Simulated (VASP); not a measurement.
Output of a VASP run:

OSZICAR:
```
       N       E                     dE             d eps       ncg     rms          rms(c)
DAV:   1     0.129932516582E+03    0.12993E+03   -0.86372E+03  1344   0.135E+03
DAV:   2    -0.733082717512E+01   -0.13726E+03   -0.12973E+03  1580   0.335E+02
DAV:   3    -0.142681643256E+02   -0.69373E+01   -0.68814E+01  1704   0.774E+01
DAV:   4    -0.145093013544E+02   -0.24114E+00   -0.24096E+00  1936   0.131E+01
DAV:   5    -0.145134851719E+02   -0.41838E-02   -0.41834E-02  1692   0.167E+00    0.857E+00
DAV:   6    -0.128445495996E+02    0.16689E+01   -0.87226E+00  1560   0.276E+01    0.364E+00
DAV:   7    -0.128028435112E+02    0.41706E-01   -0.71760E-01  1856   0.834E+00    0.174E+00
DAV:   8    -0.128036105707E+02   -0.76706E-03   -0.80456E-02  1448   0.325E+00    0.430E-01
DAV:   9    -0.128015995777E+02    0.20110E-02   -0.24540E-02  1716   0.129E+00    0.135E-01
DAV:  10    -0.128020419361E+02   -0.44236E-03   -0.21789E-03  1444   0.472E-01    0.257E-02
DAV:  11    -0.128020920519E+02   -0.50116E-04   -0.35850E-04  1888   0.157E-01    0.291E-02
DAV:  12    -0.128020782830E+02    0.13769E-04   -0.56415E-05  1580   0.822E-02    0.459E-03
DAV:  13    -0.128020781891E+02    0.93878E-07   -0.39723E-06  1700   0.196E-02
   1 F= -.12802078E+02 E0= -.12802078E+02  d E =-.569285E-17
```

### OUTCAR
```
------------------------ aborting loop because EDIFF is reached ----------------------------------------
  FORCE on cell =-STRESS in cart. coord.  units (eV):
  Direction    XX          YY          ZZ          XY          YZ          ZX
  --------------------------------------------------------------------------------------
  Total        0.3440868      0.3440868      0.3440868      0.0000000      0.0000000     -0.0000000
  in kB       19.8154235     19.8154235     19.8154235      0.0000000      0.0000000     -0.0000000
  external PRESSURE =      19.8154235 kB  Pullay stress =       0.0000000 kB
  volume of cell :       27.82
      direct lattice vectors                 reciprocal lattice vectors
     0.000000000  2.405000000  2.405000000    -0.207900208  0.207900208  0.207900208
     2.405000000  0.000000000  2.405000000     0.207900208 -0.207900208  0.207900208
     2.405000000  2.405000000  0.000000000     0.207900208  0.207900208 -0.207900208
  FREE ENERGIE OF THE ION-ELECTRON SYSTEM (eV)
  ---------------------------------------------------
  free  energy   TOTEN  =       -12.8020781891 eV

  energy  without entropy=      -12.8020781891  energy(sigma->0) =      -12.80207819
```
(Selected blocks of OUTCAR.)

File POSCAR:
```
CaO
1
    0.0000000000     2.4050000000     2.4050000000
    2.4050000000     0.0000000000     2.4050000000
    2.4050000000     2.4050000000     0.0000000000
Ca O
1 1
Direct
  0.0000000000   0.0000000000   0.0000000000
  0.5000000000   0.5000000000   0.5000000000
```

Write an INCAR and KPOINTS that could have produced this output.

This is not unique; one that fits is the input of the run itself, PBE GGA, plane waves, VASP's PBE PAW potentials (set 64).

### INCAR
```
! general
SYSTEM  =  CaO
PREC    =  Accurate
ENCUT   =  520
LREAL   =  .FALSE.
LASPH   =  .TRUE.

! electronic loop
EDIFF   =  1E-6
NELM    =  100
ALGO    =  Normal

! smearing
ISMEAR  =  0
SIGMA   =  0.05

! functional
GGA     =  PE

! ions
ISIF    =  2

! output
LWAVE   =  .FALSE.
LCHARG  =  .FALSE.
```

### KPOINTS
```
K-points
0
Monkhorst
 11 11 11
```

POTCAR, in this order: Ca_sv O (PBE.64 set). Program: vasp_std.

The compound is CaO in the rock salt structure. The cell was not relaxed at this level. The run is one of a series of settings (KPOINTS 11×11×11 Monkhorst-Pack mesh against the base run), some of them coarse on purpose.
